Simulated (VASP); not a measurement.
Output of a VASP run:

### OSZICAR
```
...
DAV:   2     0.648837885852E+01   -0.22107E+03   -0.21871E+03   808   0.306E+02
DAV:   3    -0.500170501092E+01   -0.11490E+02   -0.11345E+02   928   0.531E+01
DAV:   4    -0.534532203419E+01   -0.34362E+00   -0.33936E+00   848   0.830E+00
DAV:   5    -0.536317796020E+01   -0.17856E-01   -0.17665E-01   936   0.116E+00    0.134E+01
DAV:   6    -0.385689828233E+01    0.15063E+01   -0.36562E+01   936   0.243E+01    0.865E+00
DAV:   7    -0.418122922987E+01   -0.32433E+00   -0.23062E+01   992   0.129E+01    0.120E+01
DAV:   8    -0.301773629994E+01    0.11635E+01   -0.10668E+01  1016   0.708E+00    0.362E+00
DAV:   9    -0.319137237236E+01   -0.17364E+00   -0.13341E+00   936   0.310E+00    0.244E+00
DAV:  10    -0.326807549657E+01   -0.76703E-01   -0.90762E-02   984   0.837E-01    0.264E+00
DAV:  11    -0.291691946905E+01    0.35116E+00   -0.31362E+00  1008   0.286E+00    0.136E+00
DAV:  12    -0.303678229622E+01   -0.11986E+00   -0.22596E-01  1000   0.146E+00    0.136E+00
DAV:  13    -0.296670297980E+01    0.70079E-01   -0.18744E-01  1008   0.890E-01    0.111E+00
DAV:  14    -0.296326988135E+01    0.34331E-02   -0.30973E-01  1008   0.940E-01    0.100E+00
DAV:  15    -0.289242660595E+01    0.70843E-01   -0.49716E-01  1008   0.206E+00    0.806E-01
DAV:  16    -0.290456844080E+01   -0.12142E-01   -0.21550E-01  1008   0.107E+00    0.882E-01
DAV:  17    -0.287068015955E+01    0.33888E-01   -0.16462E-01  1008   0.109E+00    0.663E-01
DAV:  18    -0.285809794627E+01    0.12582E-01   -0.39962E-01  1008   0.159E+00    0.613E-01
DAV:  19    -0.285724228577E+01    0.85566E-03   -0.11510E-02   872   0.436E-01    0.601E-01
DAV:  20    -0.285139719167E+01    0.58451E-02   -0.70762E-02  1008   0.695E-01    0.318E-01
DAV:  21    -0.285299865689E+01   -0.16015E-02   -0.50188E-02   976   0.582E-01    0.259E-01
DAV:  22    -0.285338664095E+01   -0.38798E-03   -0.12238E-02  1000   0.333E-01    0.239E-01
DAV:  23    -0.284981374039E+01    0.35729E-02   -0.55144E-02  1000   0.663E-01    0.173E-01
DAV:  24    -0.284967295090E+01    0.14079E-03   -0.29021E-03   952   0.206E-01    0.154E-01
DAV:  25    -0.284887881851E+01    0.79413E-03   -0.14709E-02  1016   0.325E-01    0.123E-01
DAV:  26    -0.284946256431E+01   -0.58375E-03   -0.91183E-03   984   0.281E-01    0.136E-01
DAV:  27    -0.284847207867E+01    0.99049E-03   -0.56261E-03  1008   0.201E-01    0.843E-02
DAV:  28    -0.284865440920E+01   -0.18233E-03   -0.40890E-03  1016   0.162E-01    0.899E-02
DAV:  29    -0.284828605226E+01    0.36836E-03   -0.22012E-03  1000   0.122E-01    0.564E-02
DAV:  30    -0.284822237572E+01    0.63677E-04   -0.11305E-03  1008   0.891E-02    0.449E-02
DAV:  31    -0.284818766083E+01    0.34715E-04   -0.96813E-05   968   0.326E-02    0.387E-02
DAV:  32    -0.284812767960E+01    0.59981E-04   -0.90204E-04  1008   0.706E-02    0.290E-02
DAV:  33    -0.284811231176E+01    0.15368E-04   -0.68458E-05   984   0.312E-02    0.253E-02
DAV:  34    -0.284808680124E+01    0.25511E-04   -0.42126E-04  1008   0.561E-02    0.188E-02
DAV:  35    -0.284809876849E+01   -0.11967E-04   -0.21878E-05   824   0.176E-02    0.204E-02
DAV:  36    -0.284806379131E+01    0.34977E-04   -0.41384E-04  1008   0.548E-02    0.134E-02
DAV:  37    -0.284806775003E+01   -0.39587E-05   -0.43292E-05   944   0.200E-02    0.149E-02
DAV:  38    -0.284805949012E+01    0.82599E-05   -0.51518E-05   888   0.164E-02    0.119E-02
DAV:  39    -0.284805359837E+01    0.58918E-05   -0.10482E-04  1008   0.307E-02    0.728E-03
DAV:  40    -0.284805432554E+01   -0.72717E-06   -0.70470E-07   480   0.553E-03
   1 F= -.28480543E+01 E0= -.26454074E+01  d E =-.405294E+00
```

**OUTCAR**
```
------------------------ aborting loop because EDIFF is reached ----------------------------------------
  FORCE on cell =-STRESS in cart. coord.  units (eV):
  Direction    XX          YY          ZZ          XY          YZ          ZX
  --------------------------------------------------------------------------------------
  Total      -14.0947513     -9.3430838     -2.0157725     -0.2874937     -0.9948677      0.0383374
  in kB     -232.5961394   -154.1825864    -33.2649281     -4.7443135    -16.4176276      0.6326564
  external PRESSURE =    -140.0145513 kB  Pullay stress =       0.0000000 kB
  volume of cell :       97.09
      direct lattice vectors                 reciprocal lattice vectors
     2.104569000 -5.561399000  0.000000000     0.237578336 -0.089905436  0.000000000
     2.104569000  5.561399000  0.000000000     0.237578336  0.089905436  0.000000000
     0.000000000  0.000000000  4.147518000     0.000000000  0.000000000  0.241108055
 POSITION                                       TOTAL-FORCE (eV/Angst)
 -----------------------------------------------------------------------------------
      2.15525     -0.69639      1.07660         0.623838     -3.675328      0.572906
      2.06973      0.77356      3.22979        -0.468010      4.026884     -0.193414
      2.13995     -4.02898      0.94053         0.225061     -0.345855     -0.353759
      2.05334      3.95181      3.04811        -0.380889     -0.005701     -0.025734
 -----------------------------------------------------------------------------------
    total drift:                               -0.000240     -0.000197     -0.000113
  FREE ENERGIE OF THE ION-ELECTRON SYSTEM (eV)
  ---------------------------------------------------
  free  energy   TOTEN  =        -2.8480543255 eV

  energy  without entropy=       -2.4427604022  energy(sigma->0) =       -2.64540736
```
(Selected blocks of OUTCAR.)

File POSCAR:
```
MoSe
1
    2.1045690000    -5.5613990000     0.0000000000
    2.1045690000     5.5613990000     0.0000000000
    0.0000000000     0.0000000000     4.1475180000
Se Mo
2 2
Direct
  0.5746500000   0.4494320000   0.2595760000
  0.4221770000   0.5612710000   0.7787290000
  0.8706330000   0.1461790000   0.2267700000
  0.1325400000   0.8431180000   0.7349250000
```

Reconstruct the remaining input files.

This is not unique; one that fits is the input of the run itself, PBE GGA + U (Dudarev), plane waves, VASP's PBE PAW potentials (set 64).

**KPOINTS**
```
Automatic mesh
0
Gamma
3 3 3
0 0 0
```

INCAR:
```
ALGO = Normal
EDIFF = 1E-6
ENCUT = 300
GGA = PE
ISIF = 2
ISMEAR = 0
LASPH = .TRUE.
LCHARG = .FALSE.
LDAU = .TRUE.
LDAUJ = 0 0
LDAUL = -1 2
LDAUTYPE = 2
LDAUU = 0 8.0
LMAXMIX = 4
LREAL = .FALSE.
LWAVE = .FALSE.
NELM = 100
PREC = Accurate
SIGMA = 0.272
SYSTEM = MoSe
```

POTCAR, in this order: Se Mo_sv (PBE.64 set). Program: vasp_std.

At this cut-off the stress carries a Pulay error, which pulls relaxed volumes low.

The structure was generated: MoSe was put into an ordered model structure, which need not be its known phase. The cell was not relaxed at this level, atoms are displaced from their ideal sites. The k-mesh is coarse (spacing up to 0.53 per Å, 2π included), so the numbers may not be converged in it. The run is one of a series of settings (LDAU = .TRUE., LDAUJ = 0 0, LDAUL = -1 2, LDAUTYPE = 2, LDAUU = 0 8.0 against the base run), some of them coarse on purpose. VASP warned that the highest band is occupied, so more bands are needed.
